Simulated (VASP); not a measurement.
```
Au
1.0
    0.00000     2.07727     2.07727
    2.07727     0.00000     2.07727
    2.07727     2.07727     0.00000
Au
1
Cartesian
  0.00000   0.00000   0.00000
```

The numbers are results of PBE GGA, VASP's PBE PAW potentials (set 64) (plane waves; VASP), not measurements. Numerical set-up: 480 eV cut-off, 14×14×14 Γ-centred mesh, first-order Methfessel-Paxton smearing of 0.10 eV, potentials Au.

Unless said otherwise, spin-orbit coupling is left out, though it shifts the bands of the heavy elements here.

Task: What does the run give for the energy per atom (σ→0), band gap (on the k-mesh) with the smallest direct gap where there is one?

Result: 
```yaml
band gap (on the k-mesh): none (metal, semimetal or under 0.01 eV)
energy per atom (σ→0): -3.218 eV/atom
```

Only differences to runs with the same potentials and settings are physical.

The compound is Au in the fcc structure. It was relaxed first, which changed the volume by +6 %.
